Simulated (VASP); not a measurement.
Consider the following.

```
CELL_PARAMETERS angstrom
      6.40024     0.00000     0.00000
      0.00000     6.40024     0.00000
      0.00000     0.00000     6.40024
ATOMIC_POSITIONS crystal
  Zn 0.00000 0.00000 0.00000
  Te 0.23905 0.23905 0.23905
  Te 0.76095 0.76095 0.23905
  Te 0.76095 0.23905 0.76095
  Te 0.23905 0.76095 0.76095
  Hg 0.50000 0.50000 0.00000
  Hg 0.50000 0.00000 0.50000
  Hg 0.00000 0.50000 0.50000
```

Computed with PBEsol GGA, VASP's PBE PAW potentials (set 64) (plane waves; VASP 6.6.1). Settings: 400 eV cut-off, 6×6×6 Γ-centred mesh, tetrahedra with Blöchl corrections, potentials Zn Te Hg.

Unless said otherwise, spin-orbit coupling is left out, though it shifts the bands of the heavy elements here.

Task: Predict the energy per atom (σ→0), band gap (on the k-mesh) with the smallest direct gap where there is one.

Result: 
```
Property                                                     Value
------------------------  ----------------------------------------
band gap (on the k-mesh)  none (metal, semimetal or under 0.01 eV)
energy per atom (σ→0)                               -2.373 eV/atom
```

Total energies compare only between runs with the same potentials, cut-off and functional.

The structure was generated: Hg3ZnTe4 was put into an ordered model structure (P-43m), which need not be its known phase. It was relaxed first.
